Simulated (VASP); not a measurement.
OSZICAR of a VASP run on SiO2 (rutile):

### OSZICAR
```
       N       E                     dE             d eps       ncg     rms          rms(c)
DAV:   1     0.172827275471E+03    0.17283E+03   -0.18367E+04  2016   0.154E+03
DAV:   2    -0.362187495537E+02   -0.20905E+03   -0.20300E+03  2680   0.322E+02
DAV:   3    -0.430078534269E+02   -0.67891E+01   -0.67703E+01  2396   0.626E+01
DAV:   4    -0.430591553281E+02   -0.51302E-01   -0.51250E-01  2356   0.620E+00
DAV:   5    -0.430597205626E+02   -0.56523E-03   -0.56518E-03  2328   0.635E-01    0.172E+01
DAV:   6    -0.386224824340E+02    0.44372E+01   -0.17625E+01  2248   0.295E+01    0.818E+00
DAV:   7    -0.386308418516E+02   -0.83594E-02   -0.49853E-01  2364   0.497E+00    0.310E+00
DAV:   8    -0.386374983766E+02   -0.66565E-02   -0.18910E-02  2276   0.146E+00    0.106E+00
DAV:   9    -0.386414768953E+02   -0.39785E-02   -0.66386E-03  2316   0.890E-01    0.241E-01
DAV:  10    -0.386416667595E+02   -0.18986E-03   -0.64440E-04  2352   0.209E-01    0.488E-02
DAV:  11    -0.386416292395E+02    0.37520E-04   -0.17561E-04  2308   0.100E-01    0.144E-02
DAV:  12    -0.386416300066E+02   -0.76711E-06   -0.60020E-06  2356   0.188E-02    0.352E-03
DAV:  13    -0.386416299594E+02    0.47209E-07   -0.51074E-07  2352   0.580E-03
   1 F= -.38641630E+02 E0= -.38641630E+02  d E =0.000000E+00
```

Problem. Which electronic solver shows in the log?

Solution. It is blocked Davidson (ALGO = Normal, or the opening steps of other solvers). The INCAR had ALGO = Normal.

Problem. Can the final energy be trusted as converged?

Solution. Self-consistency was reached. It stopped with EDIFF = 1E-7, NELM = 100 (vdW-DF-cx, plane waves, VASP's PBE PAW potentials (set 64)).

The compound is SiO2 in the rutile structure, stishovite, a high-pressure form. It was relaxed first.
